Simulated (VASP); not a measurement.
An input for Quantum ESPRESSO's pw.x (written as the equivalent of a VASP run, and not itself run):

```
&CONTROL
  calculation = 'vc-relax'
  pseudo_dir = './pseudo'
  outdir = './out'
  tprnfor = .true.
  tstress = .true.
  nstep = 60
  forc_conv_thr = 0.00039
/
&SYSTEM
  ibrav = 0
  nat = 2
  ntyp = 2
  ecutwfc = 84
  occupations = 'smearing'
  smearing = 'methfessel-paxton'
  degauss = 0.00735
  input_dft = 'pz'
/
&ELECTRONS
  conv_thr = 7.3e-08
  electron_maxstep = 100
/
&IONS
/
&CELL
/
ATOMIC_SPECIES
  Hf 178.490 Hf.upf
  N 14.007 N.upf
CELL_PARAMETERS angstrom
    -0.0000000    2.2311149    2.2311149
     2.2311149   -0.0000000    2.2311149
     2.2311149    2.2311149    0.0000000
ATOMIC_POSITIONS crystal
  Hf   0.0000000  0.0000000  0.0000000
  N    0.5000000  0.5000000  0.5000000
K_POINTS automatic
  13 13 13 0 0 0
```

Question: Write the VASP files for the same calculation (LDA).

Answer: Several could match; the one computed here: 
### POSCAR
```
HfN
1
   -0.0000000000     2.2311148786     2.2311148786
    2.2311148786    -0.0000000000     2.2311148786
    2.2311148786     2.2311148786     0.0000000000
Hf N
1 1
Direct
  0.0000000000   0.0000000000   0.0000000000
  0.5000000000   0.5000000000   0.5000000000
```

**KPOINTS**
```
kpoints
0
Gamma
13 13 13
0 0 0
```

### INCAR
```
SYSTEM = HfN
PREC = Accurate; ENCUT = 520; LREAL = .FALSE.
LASPH = .TRUE.
EDIFF = 1E-6; NELM = 100; ALGO = Normal
LMAXMIX = 6
ISMEAR = 1; SIGMA = 0.1
IBRION = 2; NSW = 60; ISIF = 3
EDIFFG = -0.01
LWAVE = .FALSE.; LCHARG = .FALSE.
```

POTCAR, in this order: Hf_pv N (LDA.64 set). Program: vasp_std.

The two are equivalent in intent, not identical: the potentials are each code's own (VASP's PAW set, PseudoDojo norm-conserving files in pw.x), so ENCUT and ecutwfc are chosen apart and not converted; conv_thr bounds pw.x's estimated SCF error, while EDIFF bounds the energy change between steps; forc_conv_thr acts on force components and is met together with etot_conv_thr.

The structure comes from a computed database's HfN entry (Fm-3m); how it stands against other phases isn't given here. It was relaxed first. The start is the result of an earlier pass.
